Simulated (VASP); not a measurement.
# NaY (Pm-3m) in VASP: a series of runs

Aim: see how the results for NaY move with the level of theory and the settings. Levels: PBE, vdW-DF. Tasks: band structure.

All numbers are computed with VASP 6.6.1; they aren't measurements. Logs are shortened: lines on timing, memory, paths and dates and some standing lists are left out, and cuts for length are marked.

## 1. The structure

Symmetry: Pm-3m, No. 221, cubic system. The conventional cell has a = 4.012 Å, b = 4.012 Å, c = 4.012 Å, α = 90.00°, β = 90.00°, γ = 90.00°. Na (site symmetry m-3m) has 8 Y at 3.47 Å as nearest neighbours. Around Y (site symmetry m-3m) lie 8 Na at 3.47 Å.

The cell was built by a generator and needn't be a form met in nature.

## 2. Band structure, PBE

INCAR reads:

```
  ALGO = Normal
  EDIFF = 1E-6
  ENCUT = 520
  GGA = PE
  ISIF = 2
  ISMEAR = -1
  LASPH = T
  LCHARG = F
  LMAXMIX = 4
  LREAL = F
  LWAVE = F
  NELM = 100
  PREC = Accurate
  SIGMA = 0.05
```

KPOINTS reads:

```
k-points
0
Gamma
  5 5 5
```

POSCAR reads:

```
NaY
1.0
    4.0118800000      0.0000000000      0.0000000000
    0.0000000000      4.0118800000      0.0000000000
    0.0000000000      0.0000000000      4.0118800000
Na Y
1 1
Direct
    0.0000000000      0.0000000000      0.0000000000
    0.5000000000      0.5000000000      0.5000000000
```

KPOINTS_OPT reads:

```
path GXMGRX,MR
10
line-mode
reciprocal
 0.0000000000  0.0000000000  0.0000000000  G
 0.0000000000  0.5000000000  0.0000000000  X

 0.0000000000  0.5000000000  0.0000000000  X
 0.5000000000  0.5000000000  0.0000000000  M

 0.5000000000  0.5000000000  0.0000000000  M
 0.0000000000  0.0000000000  0.0000000000  G

 0.0000000000  0.0000000000  0.0000000000  G
 0.5000000000  0.5000000000  0.5000000000  R

 0.5000000000  0.5000000000  0.5000000000  R
 0.0000000000  0.5000000000  0.0000000000  X

 0.5000000000  0.5000000000  0.0000000000  M
 0.5000000000  0.5000000000  0.5000000000  R
```

Potentials or basis: VASP PAW PBE potentials, release 64 (Na_pv, Y_sv).

Started as:

```
$ cat potpaw_PBE.64/Na_pv/POTCAR potpaw_PBE.64/Y_sv/POTCAR > POTCAR
$ mpirun -np 1 vasp_std > vasp.out
```

OUTCAR:

```text
EDIFF = 1E-6
   ENCUT = 520
   GGA = PE
   ISIF = 2
   ISMEAR = -1
   LASPH = T
   LREAL = F
   NELM = 100
   PREC = Accurate

 ion  position               nearest neighbor table
   1  0.000  0.000  0.000-   2 3.47   2 3.47   2 3.47   2 3.47   2 3.47   2 3.47   2 3.47   2 3.47

   2  0.500  0.500  0.500-   1 3.47   1 3.47   1 3.47   1 3.47   1 3.47   1 3.47   1 3.47   1 3.47

  LATTYP: Found a simple cubic cell.
 ALAT       =     4.0118800000

  Lattice vectors:

 A1 = (   4.0118800000,   0.0000000000,   0.0000000000)
 A2 = (   0.0000000000,   4.0118800000,   0.0000000000)
 A3 = (   0.0000000000,   0.0000000000,   4.0118800000)

Analysis of symmetry for initial positions (statically):
=====================================================================
 Subroutine PRICEL returns:
 Original cell was already a primitive cell.

 Routine SETGRP: Setting up the symmetry group for a
 simple cubic supercell.

 Subroutine GETGRP returns: Found 48 space group operations
 (whereof 48 operations were pure point group operations)
 out of a pool of 48 trial point group operations.

The static configuration has the point symmetry O_h .

Analysis of symmetry for dynamics (positions and initial velocities):
=====================================================================
 Subroutine PRICEL returns:
 Original cell was already a primitive cell.

 Routine SETGRP: Setting up the symmetry group for a
 simple cubic supercell.

 Subroutine GETGRP returns: Found 48 space group operations
 (whereof 48 operations were pure point group operations)
 out of a pool of 48 trial point group operations.

The dynamic configuration has the point symmetry O_h .

 Subroutine INISYM returns: Found 48 space group operations
 (whereof 48 operations are pure point group operations),
 and found     1 'primitive' translations

----------------------------------------------------------------------------------------

                                     Primitive cell

  volume of cell :      64.5719

  direct lattice vectors                    reciprocal lattice vectors
     4.011880000  0.000000000  0.000000000     0.249259699  0.000000000  0.000000000
     0.000000000  4.011880000  0.000000000     0.000000000  0.249259699  0.000000000
     0.000000000  0.000000000  4.011880000     0.000000000  0.000000000  0.249259699

  length of vectors
     4.011880000  4.011880000  4.011880000     0.249259699  0.249259699  0.249259699

  position of ions in fractional coordinates (direct lattice)
     0.000000000  0.000000000  0.000000000
     0.500000000  0.500000000  0.500000000

  ion indices of the primitive-cell ions
   primitive index   ion index
                 1           1
                 2           2

----------------------------------------------------------------------------------------

 KPOINTS: k-points

Automatic generation of k-mesh.
 Grid dimensions read from file:
 generate k-points for:    5    5    5

 Generating k-lattice:

  Cartesian coordinates                     Fractional coordinates (reciprocal lattice)
     0.049851940  0.000000000  0.000000000     0.200000000  0.000000000  0.000000000
     0.000000000  0.049851940  0.000000000     0.000000000  0.200000000  0.000000000
     0.000000000  0.000000000  0.049851940     0.000000000  0.000000000  0.200000000

  Length of vectors
     0.049851940  0.049851940  0.049851940

  Shift w.r.t. Gamma in fractional coordinates (k-lattice)
     0.000000000  0.000000000  0.000000000

 Subroutine IBZKPT returns following result:
 ===========================================

 Found     10 irreducible k-points:

 Following reciprocal coordinates:
            Coordinates               Weight
  0.000000  0.000000  0.000000      1.000000
  0.200000  0.000000  0.000000      6.000000
  0.400000  0.000000  0.000000      6.000000
  0.200000  0.200000  0.000000     12.000000
  0.400000  0.200000  0.000000     24.000000
  0.400000  0.400000  0.000000     12.000000
  0.200000  0.200000  0.200000      8.000000
  0.400000  0.200000  0.200000     24.000000
  0.400000  0.400000  0.200000     24.000000
  0.400000  0.400000  0.400000      8.000000
   k-points           NKPTS =     10   k-points in BZ     NKDIM =     10   number of bands    NBANDS=     13
   number of dos      NEDOS =    301   number of ions     NIONS =      2
   total plane-waves  NPLWV =  27000
   dimension x,y,z NGX =    30 NGY =   30 NGZ =   30
   dimension x,y,z NGXF=    60 NGYF=   60 NGZF=   60
   ions per type =               1   1
   NGX,Y,Z   is equivalent  to a cutoff of  12.43, 12.43, 12.43 a.u.
   NGXF,Y,Z  is equivalent  to a cutoff of  24.86, 24.86, 24.86 a.u.
 SYSTEM =  unknown system
   PREC   = accura    normal or accurate (medium, high low for compatibility)
   ISTART =      0    job   : 0-new  1-cont  2-samecut
   ICHARG =      2    charge: 1-file 2-atom 10-const
   ISPIN  =      1    spin polarized calculation?
   LNONCOLLINEAR =      F non collinear calculations
   LSORBIT =      F    spin-orbit coupling
   LASPH  =      T    aspherical Exc in radial PAW
   ENCUT  =  520.0 eV  38.22 Ry    6.18 a.u.   7.46  7.46  7.46*2*pi/ulx,y,z
   NELM   =    100;   NELMIN=  2; NELMDL= -5     # of ELM steps
   EDIFF  = 0.1E-05   stopping-criterion for ELM
   LREAL  =      F    real-space projection
   EDIFFG = 0.1E-04   stopping-criterion for IOM
   NSW    =      0    number of steps for IOM
   IBRION =     -1    ionic relax: 0-MD 1-quasi-New 2-CG
   NFREE  =      0    steps in history (QN), initial steepest desc. (CG)
   ISIF   =      2    stress and relaxation
   ISYM   =      2    0-nonsym 1-usesym 2-fastsym
   POTIM  = 0.5000    time-step for ionic-motion
   TEBEG  =    0.0;   TEEND  =   0.0 temperature during run
   PSTRESS=    0.0 pullay stress
   NELECT =      18.0000    total number of electrons
   NUPDOWN=      -1.0000    fix difference up-down
   EMIN   =  10.00;   EMAX   =-10.00  energy-range for DOS
   EFERMI =   0.00;   METHOD = LEGACY
   ISMEAR =    -1;   SIGMA  =   0.05  broadening in eV -4-tet -1-fermi 0-gaus
   EFERMI_NEDOS =   21; number of points for ismear=-14 and -15
   IALGO  =     38    algorithm
   IMIX   =      4    mixing-type and parameters
     AMIX     =   0.40;   BMIX     =  1.00
     AMIX_MAG =   1.60;   BMIX_MAG =  1.00
  volume/ion in A,a.u.               =      32.29       217.88
  Fermi-wavevector in a.u.,A,eV,Ry     =   1.069427  2.020924 15.560625  1.143674
  Thomas-Fermi vector in A             =   2.205106
   LORBIT       =      0    0 simple, 1 ext, 2 COOP (PROOUT), +10 PAW based schemes
   GGA     = PE    functional components
   LHFCALC =     F    Hartree Fock is set to
   AEXX    =    0.0000 exact exchange contribution
   IVDW    =     0    specifies the selected vdW correction
   LEPSILON=     F    determine dielectric tensor
   LRPA    =     F    only Hartree local field effects (RPA)
 non-spin polarized calculation
  energy-cutoff  :      520.00
  volume of cell :       64.57
 maximum number of plane-waves:      1763
 NGX is ok and might be reduce to    30
   NGX = 15   NGY = 15   NGZ = 15

 number of electron      17.9999978 magnetization

 Free energy of the ion-electron system (eV)
  ---------------------------------------------------
  ext. energy  EPLUGINS =         0.00000000
  ---------------------------------------------------
  free energy    TOTEN  =        -6.92094399 eV

  energy without entropy =       -6.90115742  energy(sigma->0) =       -6.91105071

 E-fermi :   1.8752     XC(G=0):  -8.3250

 val. band max:        1.8744116776   @ k =   0.2000   0.2000   0.0000
 cond. band min:       1.9552249694   @ k =   0.2000   0.2000   0.0000
 fundamental gap:      0.0808132918
 Fermi energy:         1.8752416160

 k-point     1 :       0.0000    0.0000    0.0000
  band No.  band energies     occupation
      1     -41.7361      2.00000
      2     -21.7935      2.00000
      3     -21.7935      2.00000
      4     -21.7935      2.00000
      5     -21.6013      2.00000
      6     -21.6013      2.00000
      7     -21.6013      2.00000
      8      -2.3420      2.00000
      9       1.7005      1.94105
     10       1.7005      1.94105
     11       4.6639      0.00000
     12       4.6639      0.00000
     13       4.6639      0.00000

 k-point     2 :       0.2000    0.0000    0.0000
  band No.  band energies     occupation
      1     -41.7345      2.00000
      2     -21.7927      2.00000
      3     -21.7850      2.00000
      4     -21.7850      2.00000
      5     -21.6389      2.00000
      6     -21.6071      2.00000
      7     -21.6071      2.00000
      8      -1.9010      2.00000
      9       1.7272      1.90162
     10       1.8557      1.19280
     11       4.1170      0.00000
     12       4.1170      0.00000
     13       4.7170      0.00000

 k-point     3 :       0.4000    0.0000    0.0000
  band No.  band energies     occupation
      1     -41.7320      2.00000
      2     -21.7837      2.00000
      3     -21.7698      2.00000
      4     -21.7698      2.00000
      5     -21.7067      2.00000
      6     -21.6178      2.00000
      7     -21.6178      2.00000
      8      -0.7778      2.00000
      9       1.0400      2.00000
     10       2.1467      0.00874
     11       3.5223      0.00000
     12       3.5223      0.00000
     13       4.8063      0.00000

 k-point     4 :       0.2000    0.2000    0.0000
  band No.  band energies     occupation
      1     -41.7329      2.00000
      2     -21.8082      2.00000
      3     -21.7789      2.00000
      4     -21.7724      2.00000
      5     -21.6570      2.00000
      6     -21.6188      2.00000
      7     -21.6103      2.00000
      8      -1.4710      2.00000
      9       1.8744      1.00830
     10       1.9552      0.33606
     11       3.4590      0.00000
     12       4.1045      0.00000
     13       4.2791      0.00000

 k-point     5 :       0.4000    0.2000    0.0000
  band No.  band energies     occupation
      1     -41.7304      2.00000
      2     -21.8114      2.00000
      3     -21.7871      2.00000
      4     -21.7685      2.00000
      5     -21.6813      2.00000
      6     -21.6290      2.00000
      7     -21.6161      2.00000
      8      -0.3674      2.00000
      9       1.1625      2.00000
     10       2.3157      0.00030
     11       3.1124      0.00000
     12       3.5940      0.00000
     13       4.3113      0.00000

 k-point     6 :       0.4000    0.4000    0.0000
  band No.  band energies     occupation
      1     -41.7278      2.00000
      2     -21.8372      2.00000
      3     -21.8262      2.00000
      4     -21.7664      2.00000
      5     -21.6533      2.00000
      6     -21.6413      2.00000
      7     -21.6134      2.00000
      8       0.5115      2.00000
      9       1.2232      2.00000
     10       2.5096      0.00001
     11       2.8144      0.00000
     12       3.7015      0.00000
     13       3.7443      0.00000

 k-point     7 :       0.2000    0.2000    0.2000
  band No.  band energies     occupation
      1     -41.7314      2.00000
      2     -21.7966      2.00000
      3     -21.7966      2.00000
      4     -21.7738      2.00000
      5     -21.6528      2.00000
      6     -21.6274      2.00000
      7     -21.6274      2.00000
      8      -1.0531      2.00000
      9       2.0830      0.03091
     10       2.0830      0.03091
     11       3.3484      0.00000
     12       3.6512      0.00000
     13       3.6512      0.00000

 k-point     8 :       0.4000    0.2000    0.2000
  band No.  band energies     occupation
      1     -41.7288      2.00000
      2     -21.8110      2.00000
      3     -21.7963      2.00000
      4     -21.7748      2.00000
      5     -21.6698      2.00000
      6     -21.6445      2.00000
      7     -21.6250      2.00000
      8       0.0185      2.00000
      9       1.3767      1.99991
     10       2.3980      0.00006
     11       2.8851      0.00000
     12       3.5823      0.00000
     13       3.7877      0.00000

 k-point     9 :       0.4000    0.4000    0.2000
  band No.  band energies     occupation
      1     -41.7263      2.00000
      2     -21.8206      2.00000
      3     -21.8168      2.00000
      4     -21.7717      2.00000
      5     -21.6643      2.00000
      6     -21.6548      2.00000
      7     -21.6378      2.00000
      8       0.7843      2.00000
      9       1.6373      1.98301
     10       2.1452      0.00900
     11       2.6683      0.00000
     12       3.7542      0.00000
     13       3.8873      0.00000

 k-point    10 :       0.4000    0.4000    0.4000
  band No.  band energies     occupation
      1     -41.7237      2.00000
      2     -21.7999      2.00000
      3     -21.7847      2.00000
      4     -21.7847      2.00000
      5     -21.6855      2.00000
      6     -21.6855      2.00000
      7     -21.6707      2.00000
      8       1.2487      1.99999
      9       1.7005      1.94111
     10       1.7005      1.94111
     11       3.6977      0.00000
     12       4.0539      0.00000
     13       4.0539      0.00000

------------------------ aborting loop because EDIFF is reached ----------------------------------------

  FORCE on cell =-STRESS in cart. coord.  units (eV):
  Direction    XX          YY          ZZ          XY          YZ          ZX
  --------------------------------------------------------------------------------------
  -------------------------------------------------------------------------------------
  Total       -0.0226383     -0.0226383     -0.0226383     -0.0000000     -0.0000000      0.0000000
  in kB       -0.5617078     -0.5617078     -0.5617078     -0.0000000     -0.0000000      0.0000000
  external PRESSURE =      -0.5617078 kB  Pullay stress =       0.0000000 kB

 VOLUME and BASIS-vectors are now :
 -----------------------------------------------------------------------------
  energy-cutoff  :      520.00
  volume of cell :       64.57
      direct lattice vectors                 reciprocal lattice vectors
     4.011880000  0.000000000  0.000000000     0.249259699  0.000000000  0.000000000
     0.000000000  4.011880000  0.000000000     0.000000000  0.249259699  0.000000000
     0.000000000  0.000000000  4.011880000     0.000000000  0.000000000  0.249259699

 POSITION                                       TOTAL-FORCE (eV/Angst)
 -----------------------------------------------------------------------------------
      0.00000      0.00000      0.00000         0.000000      0.000000      0.000000
      2.00594      2.00594      2.00594         0.000000      0.000000      0.000000
 -----------------------------------------------------------------------------------
    total drift:                                0.000000      0.000000      0.000000

  FREE ENERGIE OF THE ION-ELECTRON SYSTEM (eV)
  ---------------------------------------------------
  free  energy   TOTEN  =        -6.9209439907 eV

  energy  without entropy=       -6.9011574221  energy(sigma->0) =       -6.91105071
```

Run time: 18 s. Hardware: 1 thread of Intel Xeon 6975P-C (Granite Rapids), shared host; peak memory 0.17 GiB.

Results:

| Property | Result |
| --- | --- |
| Free energy | -6.9209 eV |
| Pressure | -0.1 GPa |
| Band gap along the path | none (metal or under the smearing width) |

Levels at the corners of the path, in eV from the Fermi level:
| point | band 6 | band 7 | band 8 | band 9 | band 10 | band 11 | band 12 | band 13 |
| --- | --- | --- | --- | --- | --- | --- | --- | --- |
| Γ | -23.48 | -23.48 | -4.22 | -0.17 | -0.17 | 2.79 | 2.79 | 2.79 |
| X | -23.50 | -23.50 | -2.24 | -1.23 | 0.33 | 1.56 | 1.56 | 2.95 |
| X | -23.50 | -23.50 | -2.24 | -1.23 | 0.33 | 1.56 | 1.56 | 2.95 |
| M | -23.52 | -23.49 | -1.10 | -0.48 | 0.76 | 0.76 | 1.79 | 1.79 |
| M | -23.52 | -23.49 | -1.10 | -0.48 | 0.76 | 0.76 | 1.79 | 1.79 |
| Γ | -23.48 | -23.48 | -4.22 | -0.17 | -0.17 | 2.79 | 2.79 | 2.79 |
| Γ | -23.48 | -23.48 | -4.22 | -0.17 | -0.17 | 2.79 | 2.79 | 2.79 |
| R | -23.58 | -23.58 | -0.37 | -0.37 | -0.37 | 2.96 | 2.96 | 2.96 |
| R | -23.58 | -23.58 | -0.37 | -0.37 | -0.37 | 2.96 | 2.96 | 2.96 |
| X | -23.50 | -23.50 | -2.24 | -1.23 | 0.33 | 1.56 | 1.56 | 2.95 |
| M | -23.52 | -23.49 | -1.10 | -0.48 | 0.76 | 0.76 | 1.79 | 1.79 |
| R | -23.58 | -23.58 | -0.37 | -0.37 | -0.37 | 2.96 | 2.96 | 2.96 |

(Part 1 of 2 ends here.)
